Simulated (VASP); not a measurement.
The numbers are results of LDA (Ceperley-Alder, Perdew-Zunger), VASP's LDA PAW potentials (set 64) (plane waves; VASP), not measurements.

VASP ran on this input.

POSCAR:
```
HfCo
1
    3.1631500000     0.0000000000     0.0000000000
    0.0000000000     3.1631500000     0.0000000000
    0.0000000000     0.0000000000     3.1631500000
Hf Co
1 1
Direct
  0.0153350000  -0.0093670000   0.0126990000
  0.4846650000   0.5093670000   0.4873010000
```

**INCAR**
```
SYSTEM = HfCo
PREC = Accurate
ENCUT = 300
EDIFF = 1E-6
NELM = 100
ALGO = Normal
LREAL = .FALSE.
LASPH = .TRUE.
ISMEAR = 0
SIGMA = 0.136
LMAXMIX = 6
LWAVE = .FALSE.
LCHARG = .FALSE.
ISIF = 2
ISPIN = 2
LORBIT = 11
```

### KPOINTS
```
Regular mesh
0
gamma
 6 6 6
0 0 0
```

KPOINTS_OPT:
```
k-points along high-symmetry lines
8
Line-mode
Reciprocal
  0.000000   0.000000   0.000000 ! GAMMA
  0.000000   0.500000   0.000000 ! X

  0.000000   0.000000   0.500000 ! Y
  0.000000   0.000000   0.000000 ! GAMMA

  0.000000   0.000000   0.000000 ! GAMMA
  0.500000   0.000000   0.000000 ! Z

  0.500000   0.500000   0.500000 ! R
  0.000000   0.000000   0.000000 ! GAMMA

  0.000000   0.000000   0.000000 ! GAMMA
  0.500000   0.000000   0.500000 ! T

  0.500000   0.500000   0.000000 ! U
  0.000000   0.000000   0.000000 ! GAMMA

  0.000000   0.000000   0.000000 ! GAMMA
  0.000000   0.500000   0.500000 ! V
```

POTCAR, in this order: Hf_pv Co (LDA.64 set). Program: vasp_std. The INCAR's line for the spin-polarised start is left out here.

Question: What will the output report for the number of irreducible k-points (NKPTS), largest plane-wave count, number of space-group operations, FFT grid (NGX, NGY, NGZ)?

Answer: 
```
Property                                       Value
--------------------------------------  ------------
number of irreducible k-points (NKPTS)           112
largest plane-wave count                         380
number of space-group operations                   1
FFT grid (NGX, NGY, NGZ)                18 × 18 × 18
```

The structure comes from a computed database's HfCo entry; how it stands against other phases isn't given here. The cell was not relaxed at this level, atoms are displaced from their ideal sites. The k-mesh is coarse (spacing up to 0.33 per Å, 2π included), so the numbers may not be converged in it.
